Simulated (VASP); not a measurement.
An input for Quantum ESPRESSO's pw.x (written as the equivalent of a VASP run, and not itself run):

```
&CONTROL
  calculation = 'vc-relax'
  pseudo_dir = './pseudo'
  outdir = './out'
  tprnfor = .true.
  tstress = .true.
  nstep = 30
  forc_conv_thr = 0.00039
/
&SYSTEM
  ibrav = 0
  nat = 3
  ntyp = 1
  ecutwfc = 82.3
  occupations = 'smearing'
  smearing = 'methfessel-paxton'
  degauss = 0.00735
  input_dft = 'pbesol'
/
&ELECTRONS
  conv_thr = 7.3e-09
  electron_maxstep = 100
/
&IONS
/
&CELL
  cell_dofree = 'shape'
/
ATOMIC_SPECIES
  Te 127.600 Te.upf
CELL_PARAMETERS angstrom
     2.1589770   -3.7394576    0.0000000
     2.1589770    3.7394576    0.0000000
     0.0000000    0.0000000    5.9576834
ATOMIC_POSITIONS crystal
  Te   0.0000000  0.2842817  0.6666670
  Te   0.7157183  0.7157183  0.0000000
  Te   0.2842817  0.0000000  0.3333330
K_POINTS automatic
  10 10 6 0 0 0
```

### Question
Translate this input to VASP (INCAR, KPOINTS, POSCAR, choice of POTCAR).

### Answer
Several could match; the one computed here: 
File POSCAR:
```
Te
1
    2.1589770223    -3.7394576227     0.0000000000
    2.1589770223     3.7394576227     0.0000000000
    0.0000000000     0.0000000000     5.9576834320
Te
3
Direct
  0.0000000000   0.2842817063   0.6666670000
  0.7157182937   0.7157182937   0.0000000000
  0.2842817063   0.0000000000   0.3333330000
```

**INCAR**
```
ALGO=Normal
EDIFF=1E-7
EDIFFG=-0.01
ENCUT=520
GGA=PS
IBRION=2
ISIF=4
ISMEAR=1
LASPH=.True.
LCHARG=.False.
LMAXMIX=4
LREAL=.False.
LWAVE=.False.
NELM=100
NSW=30
PREC=Accurate
SIGMA=0.1
SYSTEM=Te
```

KPOINTS:
```
K-points
0
gamma
 10 10 6
```

POTCAR, in this order: Te (PBE.64 set). Program: vasp_std.

The two are equivalent in intent, not identical: the potentials are each code's own (VASP's PAW set, PseudoDojo norm-conserving files in pw.x), so ENCUT and ecutwfc are chosen apart and not converted; conv_thr bounds pw.x's estimated SCF error, while EDIFF bounds the energy change between steps; forc_conv_thr acts on force components and is met together with etot_conv_thr.

The compound is Te in the trig structure. It was relaxed first, which changed the volume by -6 %.
